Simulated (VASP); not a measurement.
Consider the following.

```xyz
4
Lattice="4.0522 0.0000 0.0000 0.0000 4.0522 0.0000 0.0000 0.0000 4.0522" Properties=species:S:1:pos:R:3 pbc="T T T"
Sc     0.0000     0.0000     0.0000
Al     0.0000     2.0261     2.0261
Al     2.0261     0.0000     2.0261
Al     2.0261     2.0261     0.0000
```

All values below come from vdW-DF2, VASP's PBE PAW potentials (set 64) (plane waves; VASP). Numerical set-up: 520 eV cut-off, 8×8×8 Γ-centred mesh, first-order Methfessel-Paxton smearing of 0.10 eV, potentials Sc_sv Al.

Problem. What does the run give for the energy per atom (σ→0), pressure, band gap (on the k-mesh) with the smallest direct gap where there is one?

Solution. 
* **band gap (on the k-mesh)**: none (metal, semimetal or under 0.01 eV)
* **energy per atom (σ→0)**: -2.525 eV/atom
* **pressure**: 56.7 kbar

Only differences to runs with the same potentials and settings are physical.

The compound is Al3Sc in the L1_2 structure. This cell is one point of a volume scan, at 0.94 of the reference volume.
